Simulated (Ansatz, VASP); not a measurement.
# TaAg3 in VASP and in Ansatz

```
Ta Ag
1.0
     4.16586    0.00000    0.00000
     0.00000    4.16586    0.00000
     0.00000    0.00000    4.16586
Ta Ag
1 3
Cartesian
  0.0000 0.0000 0.0000
  0.0000 2.0829 2.0829
  2.0829 0.0000 2.0829
  2.0829 2.0829 0.0000
```

Alike in both runs: functional PBE; k mesh 12 × 12 × 12; occupations gaussian, width 0.1 eV; no spin polarisation.

Ansatz relaxed the structure, and its values are those at the end. VASP's run is a single point on that final structure, the one shown.

```csv
,VASP,Ansatz
version,VASP 6.6.1,Ansatz 0.2.0
potentials or method,"VASP PAW PBE potentials, release 64 (Ta_pv, Ag)","scalar-relativistic, plane waves, PAW"
plane-wave cutoff (eV),520,420
valence electrons in the cell,44,70
```

|  | VASP | Ansatz | Ansatz less VASP |
| --- | --- | --- | --- |
| gap on the k mesh at the Fermi level (eV) | none | none | - |
| pressure (GPa) | -0.1 | 0.0 | +0.09 |

A gap of «none» marks a metal or a gap that the smearing closes. The two sets of potentials don't hold the same shells in valence.

Spin-orbit coupling is left out, which matters for the levels of Ta.
